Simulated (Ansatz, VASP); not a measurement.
# Cross-check of ZnO (zincite) between VASP and Ansatz, part 2 of 3

Wanted: the spread between two codes on one cell, functional and k mesh. The cell is taken from a series of runs on this material, whose earlier steps may have relaxed, scaled, displaced or heated it; both programs get it as it stands.

VASP 6.6.1 and Ansatz 0.2.0.

So far: Starting point; VASP: zone-centre phonons, LDA.

## Step 2: VASP: zone-centre phonons, LDA (continued)

Level of this step: LDA; plane waves and PAW (O, Zn) (VASP).

From OUTCAR (step 2):

```text
ion  position               nearest neighbor table
   1  0.667  0.333  0.379-   3 1.96   3 1.96   3 1.96   4 1.96
   2  0.333  0.667  0.879-   4 1.96   4 1.96   4 1.96   3 1.96
   3  0.333  0.667  0.500-   1 1.96   1 1.96   1 1.96   2 1.96
   4  0.667  0.333  0.000-   2 1.96   2 1.96   2 1.96   1 1.96

  LATTYP: Found a hexagonal cell.
 ALAT       =     3.2084593688
 C/A-ratio  =     1.6166217195

 Subroutine GETGRP returns: Found 12 space group operations
 (whereof  6 operations were pure point group operations)

The static configuration has the point symmetry C_3v.
 The point group associated with its full space group is C_6v.

 Found    162 irreducible k-points:

   k-points           NKPTS =    162   k-points in BZ     NKDIM =    162   number of bands    NBANDS=     24

   dimension x,y,z NGX =    28 NGY =   28 NGZ =   42
   dimension x,y,z NGXF=    56 NGYF=   56 NGZF=   84

   ENCUT  =  600.0 eV  44.10 Ry    6.64 a.u.   6.41  6.41 10.36*2*pi/ulx,y,z

   NELECT =      36.0000    total number of electrons

 k-points in reciprocal lattice and weights: Automatic mesh
   0.00000000  0.00000000  0.00000000       0.000
   0.06666667 -0.00000000  0.00000000       0.003
   0.13333333  0.00000000  0.00000000       0.003
   0.20000000  0.00000000  0.00000000       0.003
   0.26666667  0.00000000  0.00000000       0.003
   0.33333333 -0.00000000  0.00000000       0.003
   0.40000000  0.00000000  0.00000000       0.003
   0.46666667 -0.00000000  0.00000000       0.003
   0.06666667  0.06666667  0.00000000       0.003
[...]
-1.604229684  2.778607320  0.000000000     0.000000000  0.359892523  0.000000000
     0.000000000  0.000000000  5.186865102     0.000000000  0.000000000  0.192794680

 POSITION                                       TOTAL-FORCE (eV/Angst)
 -----------------------------------------------------------------------------------
      1.60423      0.92620      1.96448        -0.000000     -0.000000     -0.001027
     -0.00000      1.85240      4.55791         0.000000      0.000000     -0.001027
     -0.00000      1.85240      2.59483        -0.000000      0.000000      0.001027
      1.60423      0.92620      0.00140         0.000000      0.000000      0.001027
 -----------------------------------------------------------------------------------
    total drift:                                0.000000      0.000000     -0.000912

 MACROSCOPIC STATIC DIELECTRIC TENSOR (including local field effects in DFT)
 ------------------------------------------------------
           5.134469     0.000000     0.000000
           0.000000     5.134469     0.000000
          -0.000000    -0.000000     5.137934
 ------------------------------------------------------

 PIEZOELECTRIC TENSOR (including local field effects)  for field in x, y, z        (C/m^2)
          XX          YY          ZZ          XY          YZ          ZX
  --------------------------------------------------------------------------------
  x     0.00000     0.00000     0.00000     0.00000     0.00000     0.40448
  y     0.00000     0.00000     0.00000     0.00000     0.40448     0.00000
  z     0.37759     0.37759    -0.76800     0.00000     0.00000     0.00000

 BORN EFFECTIVE CHARGES (including local field effects) (in |e|, cummulative output)
 ---------------------------------------------------------------------------------
 ion    1
    1    -2.08150    -0.00000     0.00000
    2    -0.00000    -2.08150     0.00000
    3     0.00000     0.00000    -2.13813
 ion    2
    1    -2.08150     0.00000     0.00000
    2     0.00000    -2.08150     0.00000
    3     0.00000     0.00000    -2.13813
 ion    3
    1     2.08150     0.00000     0.00000
    2     0.00000     2.08150     0.00000
    3     0.00000     0.00000     2.13813
 ion    4
    1     2.08150     0.00000     0.00000
    2     0.00000     2.08150     0.00000
    3     0.00000    -0.00000     2.13813

 Eigenvectors and eigenvalues of the dynamical matrix
 ----------------------------------------------------

   1 f  =   16.326896 THz   102.584915 2PiTHz  544.606640 cm-1    67.522587 meV
             X         Y         Z           dx          dy          dz
      1.604230  0.926202  1.964477    -0.000000    0.000000    0.701429
     -0.000000  1.852405  4.557910     0.000000   -0.000000   -0.701429
     -0.000000  1.852405  2.594829     0.000000   -0.000000    0.089432
      1.604230  0.926202  0.001396    -0.000000    0.000000   -0.089432

   2 f  =   13.033350 THz    81.890954 2PiTHz  434.745763 cm-1    53.901581 meV
             X         Y         Z           dx          dy          dz
      1.604230  0.926202  1.964477     0.000022    0.653991    0.000000
     -0.000000  1.852405  4.557910    -0.000022   -0.653991    0.000000
     -0.000000  1.852405  2.594829    -0.000009   -0.268879   -0.000000
      1.604230  0.926202  0.001396     0.000009    0.268879   -0.000000

   3 f  =   13.033350 THz    81.890954 2PiTHz  434.745763 cm-1    53.901581 meV
             X         Y         Z           dx          dy          dz
      1.604230  0.926202  1.964477    -0.653991    0.000022    0.000000
     -0.000000  1.852405  4.557910     0.653991   -0.000022    0.000000
     -0.000000  1.852405  2.594829     0.268879   -0.000009   -0.000000
      1.604230  0.926202  0.001396    -0.268879    0.000009   -0.000000

   4 f  =   12.072742 THz    75.855276 2PiTHz  402.703331 cm-1    49.928827 meV
             X         Y         Z           dx          dy          dz
      1.604230  0.926202  1.964477    -0.000041   -0.633910    0.000000
     -0.000000  1.852405  4.557910    -0.000041   -0.633910    0.000000
     -0.000000  1.852405  2.594829     0.000020    0.313302   -0.000000
      1.604230  0.926202  0.001396     0.000020    0.313302   -0.000000

   5 f  =   12.072742 THz    75.855276 2PiTHz  402.703331 cm-1    49.928827 meV
             X         Y         Z           dx          dy          dz
      1.604230  0.926202  1.964477     0.633910   -0.000041    0.000000
     -0.000000  1.852405  4.557910     0.633910   -0.000041    0.000000
     -0.000000  1.852405  2.594829    -0.313302    0.000020   -0.000000
      1.604230  0.926202  0.001396    -0.313302    0.000020   -0.000000

   6 f  =   11.511897 THz    72.331380 2PiTHz  383.995541 cm-1    47.609358 meV
             X         Y         Z           dx          dy          dz
      1.604230  0.926202  1.964477     0.000000   -0.000000   -0.633410
     -0.000000  1.852405  4.557910     0.000000   -0.000000   -0.633410
     -0.000000  1.852405  2.594829    -0.000000    0.000000    0.314312
      1.604230  0.926202  0.001396    -0.000000   -0.000000    0.314312

   7 f  =    7.774872 THz    48.850960 2PiTHz  259.341807 cm-1    32.154272 meV
             X         Y         Z           dx          dy          dz
      1.604230  0.926202  1.964477    -0.000000    0.000000    0.089432
     -0.000000  1.852405  4.557910    -0.000000    0.000000   -0.089432
     -0.000000  1.852405  2.594829     0.000000   -0.000000   -0.701429
      1.604230  0.926202  0.001396    -0.000000    0.000000    0.701429

   8 f  =    2.747983 THz    17.266087 2PiTHz   91.662852 cm-1    11.364740 meV
             X         Y         Z           dx          dy          dz
      1.604230  0.926202  1.964477     0.000224    0.268879   -0.000000
     -0.000000  1.852405  4.557910    -0.000224   -0.268879   -0.000000
     -0.000000  1.852405  2.594829     0.000545    0.653991   -0.000000
      1.604230  0.926202  0.001396    -0.000545   -0.653991   -0.000000

   9 f  =    2.747983 THz    17.266087 2PiTHz   91.662852 cm-1    11.364740 meV
             X         Y         Z           dx          dy          dz
      1.604230  0.926202  1.964477    -0.268879    0.000224    0.000000
     -0.000000  1.852405  4.557910     0.268879   -0.000224    0.000000
     -0.000000  1.852405  2.594829    -0.653991    0.000545    0.000000
      1.604230  0.926202  0.001396     0.653991   -0.000545    0.000000

  10 f/i=    0.004071 THz     0.025578 2PiTHz    0.135787 cm-1     0.016835 meV
             X         Y         Z           dx          dy          dz
      1.604230  0.926202  1.964477     0.019368    0.312703    0.000000
     -0.000000  1.852405  4.557910     0.019368    0.312703    0.000000
     -0.000000  1.852405  2.594829     0.039188    0.632697    0.000000
      1.604230  0.926202  0.001396     0.039188    0.632697    0.000000

  11 f/i=    0.004071 THz     0.025578 2PiTHz    0.135787 cm-1     0.016835 meV
             X         Y         Z           dx          dy          dz
      1.604230  0.926202  1.964477    -0.312703    0.019368   -0.000000
     -0.000000  1.852405  4.557910    -0.312703    0.019368   -0.000000
     -0.000000  1.852405  2.594829    -0.632697    0.039188   -0.000000
      1.604230  0.926202  0.001396    -0.632697    0.039188   -0.000000

  12 f/i=    0.014472 THz     0.090931 2PiTHz    0.482736 cm-1     0.059852 meV
             X         Y         Z           dx          dy          dz
      1.604230  0.926202  1.964477     0.000000    0.000000   -0.314312
     -0.000000  1.852405  4.557910     0.000000    0.000000   -0.314312
     -0.000000  1.852405  2.594829     0.000000    0.000000   -0.633410
      1.604230  0.926202  0.001396     0.000000    0.000000   -0.633410

 MACROSCOPIC STATIC DIELECTRIC TENSOR IONIC CONTRIBUTION
 ------------------------------------------------------
           4.425610    -0.000000    -0.000000
          -0.000000     4.425610    -0.000000
          -0.000000    -0.000000     5.123269
 ------------------------------------------------------

 ELASTIC MODULI CONTR FROM IONIC RELAXATION (kBar)
 Direction    XX          YY          ZZ          XY          YZ          ZX
 --------------------------------------------------------------------------------
 XX        -730.9455    289.2094    432.3865     -0.0000     -0.0000      0.0000
 YY         289.2094   -730.9455    432.3865      0.0000     -0.0000     -0.0000
 ZZ         432.3865    432.3865   -846.4695     -0.0000     -0.0000     -0.0000
 XY          -0.0000      0.0000     -0.0000   -510.0775     -0.0000      0.0000
 YZ          -0.0000     -0.0000     -0.0000     -0.0000   -194.6043      0.0000
 ZX           0.0000     -0.0000     -0.0000      0.0000      0.0000   -190.6195
 --------------------------------------------------------------------------------

 PIEZOELECTRIC TENSOR IONIC CONTR  for field in x, y, z        (C/m^2)
          XX          YY          ZZ          XY          YZ          ZX
  --------------------------------------------------------------------------------
  x     0.00000    -0.00000    -0.00000    -0.00000     0.00000    -0.86426
  y     0.00000     0.00000    -0.00000    -0.00000    -0.87324     0.00000
  z    -1.00095    -1.00095     1.95953     0.00000     0.00000     0.00000
```

With a direct gap this small, the dielectric response converges slowly with the mesh, so tensor and charges are uncertain; a mesh that holds the point of the least gap tends to give too large a tensor.

[end of part 2 of 3]

[Lines on the potential files, build, host, timing and source positions are cut from VASP's logs without a mark.]

[Logs are printed without paths, hosts, clocks, repeated set-up lines and the standing remarks that a program may print on its own settings, such as how far it seeks lower states.]

[Hosts, paths, dates, database ids (printed as entryN), source tags and the programs' standing remarks are cut or masked in the printed files.]
